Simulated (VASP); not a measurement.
# MnCuO2 (Crednerite): structure and properties in VASP, part 2 of 2

What structure and properties does PBEsol + U give MnCuO2 (Crednerite), and how near are they to the measured ones? The start is a cell from a database of measured crystal structures.

VASP 6.6.1; PBEsol, DFT+U (Cu d 5 eV, Mn d 4 eV), spin-polarised from a ferromagnetic start; plane waves and PAW (Mn_pv, Cu, O).

Still holding for the runs below: The cell holds one magnetic atom, so no antiferromagnetic order fits into it.

So far, gap on the k-mesh (eV): 0.405 in steps 2, 3 and 4.

The database entry behind the starting cell differs from later determinations by our own check (a about 1 % short, old inner coordinates), so it need not match the best structure at ambient conditions.

### 6. Total and projected DOS (PBEsol + U)

A density of states needs more k-points than a total energy; ISMEAR = -5 takes tetrahedra, and LORBIT projects the states on the PAW spheres. The mesh is finer than in the run before.

The input, INCAR:

```
SYSTEM = MnCuO2
PREC = Accurate
ENCUT = 520
EDIFF = 1E-06
NELM = 100
ISMEAR = -5
SIGMA = 0.05
LREAL = .FALSE.
ALGO = Normal
GGA = PS
NBANDS = 34
ISPIN = 2
MAGMOM = 3.909 -0.005 -0.017 -0.017
LDAU = .TRUE.
LDAUTYPE = 2
LDAUL = 2 2 -1
LDAUU = 4 5 0
LDAUJ = 0 0 0
LDAUPRINT = 1
LASPH = .TRUE.
LMAXMIX = 4
LORBIT = 11
LWAVE = .FALSE.
LCHARG = .FALSE.
KPAR = 4
NEDOS = 2001
```

The input, POSCAR:

```
MnCuO2
1.0
    2.7926571158     -1.4583286311      0.0299771144
    2.7926571158      1.4583286311      0.0299771144
   -1.4439861849      0.0000000000      5.6408443961
Mn Cu O
1 1 2
Direct
    0.0000000000      0.0000000000      0.0000000000
    0.5000000000      0.5000000000      0.5000000000
    0.4021530575      0.4021530575      0.1806834249
    0.5978469425      0.5978469425      0.8193165751
```

The input, KPOINTS:

```
Automatic mesh
0
Gamma
13 13 6
0 0 0
```

The projector-augmented-wave data sets are Mn_pv, Cu and O (PBE family, release 64).

On the command line:

```
$ mpirun -np 4 vasp_std
```

Elapsed: 2 min, on 4 MPI ranks of AMD EPYC 9R45, shared host; peak memory 2.7 GiB; 7.9 min of CPU time.

This step gave:

```yaml
irreducible_k_points: 280
fermi_energy: 4.894 eV
pressure: -0.01399 GPa
conduction_bottom_at_k: -0.1538, 0.1538, 0.5
least_direct_gap_at_k: 0.4615, 0.1538, 0.5
gap_on_the_k_mesh: 0.3609 eV
least_direct_gap_on_the_k_mesh: 1.129 eV
```

The density of states has structure finer than the step of the table below, so its rows give means over 0.5 eV, whole bins alone (the curve runs from -12.0 to 8.35 eV). Peaks (eV: height): total up -3.29: 4.92, -3.04: 4.90, -2.71: 4.45, -2.58: 4.31; total down -3.08: 4.02, -2.05: 5.25, 3.36: 5.38, 4.06: 4.16; Cu d up -4.61: 0.604, -3.04: 3.24, -2.71: 3.44, -2.58: 3.19; Cu d down -3.08: 3.24, -2.71: 3.27, -2.30: 2.73, -2.05: 3.30; Mn d up -4.28: 1.46, -4.03: 2.08, -3.37: 1.18, 0.84: 1.20.

States under -12.0 eV and over 8.3 eV are left out. The density of states by energy, zero at the valence-band top; means over each step; 7 of 17 lines; values in states/eV/cell:

| energy (eV) | total up | total down | Cu d up | Cu d down | Mn d up | Mn d down | O p up |
| --- | --- | --- | --- | --- | --- | --- | --- |
| -9.0 | 0 | 0 | 0 | 0 | 0 | 0 | 0 |
| -8.5 | 0.0199 | 0 | 0.00161 | 0 | 0.00520 | 0 | 0.00678 |
| -8.0 | 0.446 | 0 | 0.0319 | 0 | 0.138 | 0 | 0.146 |
| -7.5 | 1.22 | 0.0473 | 0.0815 | 0.00672 | 0.364 | 0.00231 | 0.404 |
| -7.0 | 1.58 | 0.517 | 0.105 | 0.0844 | 0.515 | 0.0238 | 0.516 |
| -6.5 | 1.68 | 1.51 | 0.118 | 0.245 | 0.608 | 0.0654 | 0.555 |
| -6.0 | 1.97 | 1.23 | 0.104 | 0.151 | 0.777 | 0.0631 | 0.666 |
| -5.5 | 1.46 | 1.47 | 0.0861 | 0.161 | 0.577 | 0.107 | 0.453 |
| -5.0 | 1.62 | 1.73 | 0.179 | 0.305 | 0.723 | 0.147 | 0.415 |
| -4.5 | 2.21 | 2.15 | 0.394 | 0.462 | 0.924 | 0.140 | 0.540 |
| -4.0 | 2.35 | 2.24 | 0.349 | 0.416 | 1.32 | 0.128 | 0.386 |
| -3.5 | 2.83 | 1.46 | 1.05 | 0.580 | 0.858 | 0.0473 | 0.504 |
| -3.0 | 3.59 | 2.34 | 2.23 | 1.84 | 0.551 | 0.0248 | 0.366 |
| -2.5 | 3.37 | 2.88 | 2.35 | 2.37 | 0.320 | 0.0446 | 0.382 |
| -2.0 | 1.97 | 2.97 | 0.981 | 1.85 | 0.212 | 0.108 | 0.482 |
| -1.5 | 1.30 | 0.663 | 0.547 | 0.359 | 0.181 | 0.0141 | 0.344 |
| -1.0 | 1.47 | 0.858 | 0.436 | 0.554 | 0.345 | 0.0254 | 0.423 |
| -0.5 | 0.922 | 0.0641 | 0.298 | 0.0430 | 0.180 | 0.00158 | 0.275 |
| 0.0 | 0.0574 | 0 | 0.0119 | 0 | 0.0148 | 0 | 0.0229 |
| 0.5 | 0.551 | 0 | 0.0363 | 0 | 0.277 | 0 | 0.141 |
| 1.0 | 1.06 | 0 | 0.0539 | 0 | 0.544 | 0 | 0.305 |
| 1.5 | 0.388 | 0 | 0.0172 | 0 | 0.186 | 0 | 0.145 |
| 2.0 | 0.00224 | 0.461 | 7.0e-4 | 0.0353 | 3.9e-5 | 0.243 | 2.1e-4 |
| 2.5 | 0.0737 | 1.56 | 0.0215 | 0.0915 | 0.00150 | 0.956 | 0.0115 |
| 3.0 | 0.293 | 2.64 | 0.0633 | 0.0815 | 0.00648 | 1.91 | 0.0585 |
| 3.5 | 0.962 | 3.26 | 0.151 | 0.0493 | 0.0283 | 2.59 | 0.195 |
| 4.0 | 0.510 | 2.38 | 0.0532 | 0.0346 | 0.0177 | 1.71 | 0.0932 |
| 4.5 | 0.134 | 1.48 | 0.00835 | 0.0703 | 0.00215 | 0.769 | 0.0158 |
| 5.0 | 0.0418 | 0.316 | 0.00196 | 0.0201 | 8.5e-4 | 0.105 | 0.00403 |
| 5.5 | 0.0454 | 0.00411 | 0.00119 | 1.8e-4 | 0.00136 | 7.4e-4 | 0.00524 |
| 6.0 | 0.271 | 0.0783 | 0.0224 | 0.00644 | 0.00404 | 0.00647 | 0.0298 |
| 6.5 | 0.489 | 0.389 | 0.0413 | 0.0354 | 0.00652 | 0.0236 | 0.0519 |
| 7.0 | 0.458 | 0.443 | 0.0312 | 0.0357 | 0.00709 | 0.0239 | 0.0509 |
| 7.5 | 0.460 | 0.396 | 0.0222 | 0.0243 | 0.00777 | 0.0203 | 0.0548 |
| 8.0 | 0.350 | 0.410 | 0.0122 | 0.0186 | 0.00684 | 0.0195 | 0.0463 |

The gap on this mesh is 0.36 eV. In the top eV of the valence band the largest shares in the PAW spheres are Cu d 38 %, O p 26 % and Mn d 17 %; in the lowest eV of the conduction band, Mn d 51 %, O p 28 % and Cu d 5 %. The rest lies in smaller channels or between the spheres.

### 7. Zone-centre phonons (PBEsol + U)

Zone-centre modes test whether the atoms sit at a minimum within this cell. IBRION = 6 takes the force constants from differences of forces between displaced cells, so the forces must be tight.

Changes to INCAR since step 6:

```diff
@@ -3,5 +3,5 @@
 ENCUT = 520
-EDIFF = 1E-06
+EDIFF = 1E-08
 NELM = 100
-ISMEAR = -5
+ISMEAR = 0
 SIGMA = 0.05
@@ -10,3 +10,3 @@
 GGA = PS
-NBANDS = 34
+NBANDS = 26
 ISPIN = 2
@@ -25,2 +25,6 @@
 KPAR = 4
-NEDOS = 2001
+IBRION = 6
+NFREE = 2
+POTIM = 0.015
+ISIF = 2
+NSW = 1
```

POSCAR is that of step 6.

The input, KPOINTS:

```
Automatic mesh
0
Gamma
9 9 4
0 0 0
```

On the command line:

```
$ mpirun -np 4 vasp_std
```

The job ended after 8 min (4 MPI ranks; peak memory 2.4 GiB; 32 min of CPU time).

The last energy, forces, stress and levels in OUTCAR belong to the last displaced cell, not to the cell of POSCAR.

This step gave:

- bands: 26
- irreducible k-points: 95
- pressure of the cell: 0.01732 GPa
- largest force of the cell: 0.001975 eV/Å

Transverse limit, no LO-TO splitting. Modes at Γ, with each element's share of the kinetic energy:

| mode | frequency (cm⁻¹) | symmetry | Mn % | Cu % | O % |
| --- | --- | --- | --- | --- | --- |
| 1 | -0.4 | acoustic | 37 | 42 | 21 |
| 2 | -0.4 | acoustic | 37 | 42 | 21 |
| 3 | -0.3 | acoustic | 37 | 42 | 21 |
| 4 | 120.5 | Bu | 38 | 56 | 7 |
| 5 | 134.4 | Au | 32 | 57 | 10 |
| 6 | 275.0 | Bu | 42 | 19 | 40 |
| 7 | 315.6 | Ag | 0 | 0 | 100 |
| 8 | 370.7 | Bg | 0 | 0 | 100 |
| 9 | 418.5 | Bu | 37 | 30 | 33 |
| 10 | 499.3 | Au | 31 | 1 | 69 |
| 11 | 665.9 | Ag | 0 | 0 | 100 |
| 12 | 673.6 | Bu | 11 | 12 | 78 |

Displacements in mode 4 (120.5 cm⁻¹), the largest set to 1:
```
Mn1 -0.88  0.00 -0.10
Cu2  1.00  0.00  0.03
O3  -0.48  0.00  0.10
O4  -0.48  0.00  0.10
```

Displacements in mode 8 (370.7 cm⁻¹), the largest set to 1:
```
Mn1  0.00  0.00  0.00
Cu2  0.00  0.00  0.00
O3   0.00  1.00  0.00
O4   0.00 -1.00  0.00
```

The three acoustic modes lie within 0.4 cm⁻¹ of zero, and all others are real. By the characters of their eigenvectors the optical modes sort into (cm⁻¹) Raman active: Ag 316, Bg 371, Ag 666; infrared active: Bu 120, Au 134, Bu 275, Bu 419, Au 499, Bu 674. With a centre of inversion no mode is active in both.

### 8. Volume scan with PBEsol + U, volume scale 0.94

An equation of state needs energies on both sides of the minimum, all on one mesh and cutoff.

Changes to INCAR since step 7:

```diff
@@ -3,3 +3,3 @@
 ENCUT = 520
-EDIFF = 1E-08
+EDIFF = 1E-06
 NELM = 100
@@ -25,6 +25,2 @@
 KPAR = 4
-IBRION = 6
-NFREE = 2
-POTIM = 0.015
 ISIF = 2
-NSW = 1
```

The input, POSCAR:

```
MnCuO2
1.0
    2.7356481170     -1.4285584690      0.0293651648
    2.7356481170      1.4285584690      0.0293651648
   -1.4145088079      0.0000000000      5.5256928118
Mn Cu O
1 1 2
Direct
    0.0000000000      0.0000000000      0.0000000000
    0.5000000000      0.5000000000      0.5000000000
    0.4021530575      0.4021530575      0.1806834249
    0.5978469425      0.5978469425      0.8193165751
```

KPOINTS is that of step 7.

On the command line:

```
$ mpirun -np 4 vasp_std
```

It took 30 s on 4 MPI ranks; peak memory 1.1 GiB.

The scan keeps the cell's shape and the fractional positions fixed.

This step gave:

| Property | Result |
| --- | --- |
| free energy (TOTEN) | -25.67 eV |
| Fermi energy | 5.941 eV |
| pressure | 11.01 GPa |
| conduction bottom at k | -0.2222, 0.1111, 0.5 |
| least direct gap at k | 0.4444, 0.1111, 0.5 |
| gap on the k-mesh | 0.4921 eV |
| least direct gap on the k-mesh | 1.326 eV |

Spin moment in the PAW sphere by atom:

| atom | spin moment in the PAW sphere (μB) |
| --- | --- |
| Mn1 | 3.85 |
| Cu2 | 0.01 |
| O3 | 0.01 |
| O4 | 0.01 |

Force by atom:

| atom | x (eV/Å) | y (eV/Å) | z (eV/Å) | size |
| --- | --- | --- | --- | --- |
| Mn1 | 0.000 | 0.000 | 0.000 | 0.000 |
| Cu2 | 0.000 | 0.000 | 0.000 | 0.000 |
| O3 | -0.250 | 0.000 | 0.076 | 0.262 |
| O4 | 0.250 | 0.000 | -0.076 | 0.262 |

The pressure here is 11.01 GPa.

### 9. Volume scan with PBEsol + U, volume scale 0.96

INCAR is that of step 8.

The input, POSCAR:

```
MnCuO2
1.0
    2.7549138794     -1.4386190713      0.0295719686
    2.7549138794      1.4386190713      0.0295719686
   -1.4244704657      0.0000000000      5.5646074236
Mn Cu O
1 1 2
Direct
    0.0000000000      0.0000000000      0.0000000000
    0.5000000000      0.5000000000      0.5000000000
    0.4021530575      0.4021530575      0.1806834249
    0.5978469425      0.5978469425      0.8193165751
```

KPOINTS is that of step 8.

On the command line:

```
$ mpirun -np 4 vasp_std
```

Wall time 31 s (4 MPI ranks); peak memory 1.2 GiB.

This step gave:

* free energy (TOTEN): -25.72 eV
* Fermi energy: 5.641 eV
* pressure: 6.877 GPa
* least direct gap at k: -0.3333, 0.3333, 0
* gap on the k-mesh: 0.4630 eV
* least direct gap on the k-mesh: 1.248 eV

Force by atom:

| atom | x (eV/Å) | y (eV/Å) | z (eV/Å) | size |
| --- | --- | --- | --- | --- |
| Mn1 | 0.000 | 0.000 | 0.000 | 0.000 |
| Cu2 | 0.000 | 0.000 | 0.000 | 0.000 |
| O3 | -0.159 | 0.000 | 0.046 | 0.166 |
| O4 | 0.159 | 0.000 | -0.046 | 0.166 |

The pressure falls from 11.01 to 6.88 GPa.

The run ends at a pressure of 6.88 GPa, with forces up to 0.17 eV/Å.

### 10. Volume scan with PBEsol + U, volume scale 0.98

INCAR is that of step 9.

The input, POSCAR:

```
MnCuO2
1.0
    2.7739138858     -1.4485408957      0.0297759197
    2.7739138858      1.4485408957      0.0297759197
   -1.4342947104      0.0000000000      5.6029852393
Mn Cu O
1 1 2
Direct
    0.0000000000      0.0000000000      0.0000000000
    0.5000000000      0.5000000000      0.5000000000
    0.4021530575      0.4021530575      0.1806834249
    0.5978469425      0.5978469425      0.8193165751
```

KPOINTS is that of step 9.

On the command line:

```
$ mpirun -np 4 vasp_std
```

Run time: 31 s. Hardware: 4 MPI ranks; peak memory 1.2 GiB; 2 min of CPU time.

Spin moment in the PAW sphere by atom:

| atom | spin moment in the PAW sphere (μB) |
| --- | --- |
| Mn1 | 3.89 |
| Cu2 | 0.00 |
| O3 | -0.01 |
| O4 | -0.01 |

The pressure falls from 6.88 to 3.29 GPa.

The run ends at a pressure of 3.29 GPa, with forces up to 0.078 eV/Å.

### 11. Volume scan with PBEsol + U, volume scale 1

INCAR is that of step 10.

The input, POSCAR:

```
MnCuO2
1.0
    2.7926571158     -1.4583286311      0.0299771144
    2.7926571158      1.4583286311      0.0299771144
   -1.4439861849      0.0000000000      5.6408443961
Mn Cu O
1 1 2
Direct
    0.0000000000      0.0000000000      0.0000000000
    0.5000000000      0.5000000000      0.5000000000
    0.4021530575      0.4021530575      0.1806834249
    0.5978469425      0.5978469425      0.8193165751
```

KPOINTS is that of step 10.

On the command line:

```
$ mpirun -np 4 vasp_std
```

Wall time 32 s (4 MPI ranks); peak memory 1.2 GiB.

The pressure falls from 3.29 to 0.00 GPa.

The run ends at a pressure of 0.00 GPa, with forces up to 0.0034 eV/Å.

### 12. Volume scan with PBEsol + U, volume scale 1.02

INCAR is that of step 11.

The input, POSCAR:

```
MnCuO2
1.0
    2.8111520728     -1.4679867181      0.0301756441
    2.8111520728      1.4679867181      0.0301756441
   -1.4535492860      0.0000000000      5.6782020702
Mn Cu O
1 1 2
Direct
    0.0000000000      0.0000000000      0.0000000000
    0.5000000000      0.5000000000      0.5000000000
    0.4021530575      0.4021530575      0.1806834249
    0.5978469425      0.5978469425      0.8193165751
```

KPOINTS is that of step 11.

On the command line:

```
$ mpirun -np 4 vasp_std
```

Wall time 32 s (4 MPI ranks); peak memory 1.2 GiB.

Spin moment in the PAW sphere by atom:

| atom | spin moment in the PAW sphere (μB) |
| --- | --- |
| Mn1 | 3.93 |
| Cu2 | -0.01 |
| O3 | -0.03 |
| O4 | -0.03 |

The pressure falls from 0.00 to -2.95 GPa.

The run ends at a pressure of -2.95 GPa, with forces up to 0.072 eV/Å.

### 13. Volume scan with PBEsol + U, volume scale 1.04

INCAR is that of step 12.

The input, POSCAR:

```
MnCuO2
1.0
    2.8294068185     -1.4775193665      0.0303715954
    2.8294068185      1.4775193665      0.0303715954
   -1.4629881822      0.0000000000      5.7150745454
Mn Cu O
1 1 2
Direct
    0.0000000000      0.0000000000      0.0000000000
    0.5000000000      0.5000000000      0.5000000000
    0.4021530575      0.4021530575      0.1806834249
    0.5978469425      0.5978469425      0.8193165751
```

KPOINTS is that of step 12.

On the command line:

```
$ mpirun -np 4 vasp_std
```

The job ended after 33 s (4 MPI ranks; peak memory 1.2 GiB).

The pressure falls from -2.95 to -5.56 GPa.

The run ends at a pressure of -5.56 GPa, with forces up to 0.14 eV/Å.

### 14. Volume scan with PBEsol + U, volume scale 1.06

A prediction first. A parabola through the 6 pressures of evenly scaled cells so far, P = -0.02 -155.3 t +364 t² GPa with t = ln(V/V₁) and V₁ the volume at scale 1, gives -7.83 GPa at t = +0.0583.

INCAR is that of step 13.

The input, POSCAR:

```
MnCuO2
1.0
    2.8474290039     -1.4869305716      0.0305650502
    2.8474290039      1.4869305716      0.0305650502
   -1.4723068295      0.0000000000      5.7514772756
Mn Cu O
1 1 2
Direct
    0.0000000000      0.0000000000      0.0000000000
    0.5000000000      0.5000000000      0.5000000000
    0.4021530575      0.4021530575      0.1806834249
    0.5978469425      0.5978469425      0.8193165751
```

KPOINTS is that of step 13.

On the command line:

```
$ mpirun -np 4 vasp_std
```

Elapsed: 33 s, on 4 MPI ranks; peak memory 1.2 GiB; 2.2 min of CPU time.

The pressure falls from -5.56 to -7.89 GPa. The parabola predicted -7.83 GPa, +0.05 GPa off.

### 15. Comparing the runs

Times are for 4 MPI ranks of AMD EPYC 9R45, shared host. Results by setting:

| no. | volume scale | energy above the lowest point (meV/atom) | pressure (GPa) | gap on the k-mesh (eV) | time | memory (GiB) |
| --- | --- | --- | --- | --- | --- | --- |
| 1 | 0.94 | 23.41 | 11.01 | 0.4921 | 30 s | 1.1 |
| 2 | 0.96 | 10.22 | 6.877 | 0.4630 | 31 s | 1.2 |
| 3 | 0.98 | 2.61 | 3.286 | 0.4340 | 31 s | 1.2 |
| 4 | 1 | 0 | -0.003840 | 0.4053 | 32 s | 1.2 |
| 5 | 1.02 | 1.84 | -2.948 | 0.3770 | 32 s | 1.2 |
| 6 | 1.04 | 7.64 | -5.560 | 0.3491 | 33 s | 1.2 |
| 7 | 1.06 | 16.98 | -7.887 | 0.3221 | 33 s | 1.2 |

### 16. Fit for PBEsol + U

This step: Birch-Murnaghan fit, PBEsol, DFT+U (Cu d 5 eV, Mn d 4 eV); plane waves and PAW (VASP 6.6.1).

No new run; the numbers come from the runs before.

Numbers from this step:

```yaml
pressure_derivative_of_the_bulk_modulus: 4.746
r_m_s_error_of_the_fit: 3.24e-6 eV/atom
minimum_inside_the_sampled_range: yes
bulk_modulus: 153.5 GPa
equilibrium_volume_of_the_fit: 11.53 Å³/atom
```

The energy above the fitted minimum by volume:

| volume (Å³/atom) | energy above the fitted minimum (eV/atom) |
| --- | --- |
| 10.827 | 0.0234 |
| 11.057 | 0.0102 |
| 11.288 | 0.00262 |
| 11.518 | 6.9e-6 |
| 11.748 | 0.00185 |
| 11.979 | 0.00765 |
| 12.209 | 0.0170 |

The fitted volume lies +0.14 % from the relaxed one. At a finite cutoff and mesh the minimum of the energy and the zero of the stress don't quite coincide, and the relaxation stops at a threshold. The atoms bear forces along the scan, since they were held; freeing them would lower the modulus.

### 17. Self-consistent run (PBEsol + U), changed input

This step: PBEsol, DFT+U (Cu d 5 eV, Mn d 4 eV), spin-polarised from a ferromagnetic start; plane waves and PAW (Mn_pv, Cu, O) (VASP 6.6.1).

A single point gives energy, forces and stress at these settings. Some settings are moved from the usual, to see what they do.

Changes to INCAR since step 14:

```diff
@@ -6,3 +6,3 @@
 ISMEAR = 0
-SIGMA = 0.05
+SIGMA = 0.1
 LREAL = .FALSE.
```

The input, POSCAR:

```
MnCuO2
1.0
    2.7926571158     -1.4583286311      0.0299771144
    2.7926571158      1.4583286311      0.0299771144
   -1.4439861849      0.0000000000      5.6408443961
Mn Cu O
1 1 2
Direct
    0.0000000000      0.0000000000      0.0000000000
    0.5000000000      0.5000000000      0.5000000000
    0.4021530575      0.4021530575      0.1806834249
    0.5978469425      0.5978469425      0.8193165751
```

The input, KPOINTS:

```
Automatic mesh
0
Gamma
4 4 2
0 0 0
```

On the command line:

```
$ mpirun -np 4 vasp_std
```

Wall time 7.8 s (4 MPI ranks); peak memory 0.7 GiB; 29 s of CPU time.

The run converged; its settings lie outside those of the reference runs, so its numbers are set aside.

Against the sound run on this cell (volume scan with PBEsol + U) the energy at zero smearing moves by +3.2 meV an atom and the pressure by +0.14 GPa.

Settings moved from the usual: SIGMA = 0.1 and k-mesh = 4×4×2.

The mesh holds 14 irreducible points against 95.

### 18. Summary of results

| Item | Value |
| --- | --- |
| relaxed volume | 11.52 Å³/atom |
| relaxed conventional cell a, b, c | 5.586, 2.917, 5.823 Å; angles 90.0, 103.7, 90.0° |
| space group after relaxing, within 0.02 Å | C2/m (No. 12) |
| moment of the cell (13×13×6 mesh) | 4 μB |
| largest site moment (13×13×6 mesh) | 3.91 μB on Mn1 |
| band gap | 0.351 eV, indirect (least direct gap of that run 1.09 eV) |
| gap among the points of the DOS mesh alone, an upper bound | 0.361 eV |
| highest zone-centre mode | 674 cm⁻¹ |
| bulk modulus from the fit | 153 GPa |
| volume from the fit | 11.5 Å³/atom |

What this shows: With PBEsol + U, MnCuO2 (Crednerite) relaxes to 11.52 Å³/atom in space group C2/m, has an indirect gap of 0.351 eV, keeps moments of up to 3.91 μB (13×13×6 mesh) and has a bulk modulus of 153 GPa at fixed shape and positions, an upper bound. Against the listed cell the volume lies +1.2 % (a +1.0 %, b +1.1 %, c -1.3 %). Band structure (PBEsol + U), spin up: The path shows an indirect gap of 0.35 eV (valence top at Γ, conduction bottom between I1 and Z). The least direct gap is 1.09 eV. Band structure (PBEsol + U), spin down: On this path the gap is indirect, 2.45 eV, with the valence top between X and Γ and the conduction bottom at Γ. The least direct gap is 2.63 eV. Zone-centre phonons (PBEsol + U): The highest mode in this list at Γ, 673.6 cm⁻¹, is mostly motion of O (78 % of the kinetic energy). The scan held shape and positions, so its modulus is an upper bound, and a miss against the measured one is not the functional's alone. Semilocal functionals usually underestimate gaps. Only the typed magnetic starts were tried, so the magnetic ground state may differ and with it the other results. Modes at Γ alone can't show that the crystal is stable at other wave vectors, and the LO-TO splitting is not included. No search among competing phases was made, and a listed structure need not be the one stable at ambient conditions. All values are for a static lattice at zero temperature.

Comparison with the measured values:

| quantity | measured | Birch-Murnaghan fit, PBEsol, DFT+U | PBEsol, DFT+U |
| --- | --- | --- | --- |
| bulk modulus (GPa) | 116 | 153 (+32.3 %) | - |
| Raman mode, Ag in-plane mode (cm⁻¹) | 312.5 | - | 316 (+1.0 %) |
| Raman mode, Bg in-plane mode (cm⁻¹) | 388.8 | - | 371 (-4.6 %) |
| Raman mode, Ag, O-Cu-O stretch (cm⁻¹) | 688.7 | - | 666 (-3.3 %) |

Measured values from arxiv:2104.06281 (2021).

How well it matches: Measured modes were matched to the nearest mode of that symmetry; at PBEsol, DFT+U, 3 of them have a partner, and the computed frequencies miss them by 3.0 % on average (mean signed -2.3 %). The bulk modulus is off by +32.3 %. The magnetic state of these runs (an ordered one) need not be that of the sample, so the match is not graded. Zero-point motion and thermal expansion are not in the computed bulk modulus and Raman mode.

[Lines on the potential files, build, host, timing and source positions are cut from VASP's logs without a mark.]

[Logs are printed without paths, hosts, clocks, repeated set-up lines and the standing remarks that a program may print on its own settings, such as how far it seeks lower states.]

[Hosts, paths, dates, database ids (printed as entryN), source tags and the programs' standing remarks are cut or masked in the printed files.]

[A measured line is paired with the nearest computed mode of its activity, which favours agreement.]
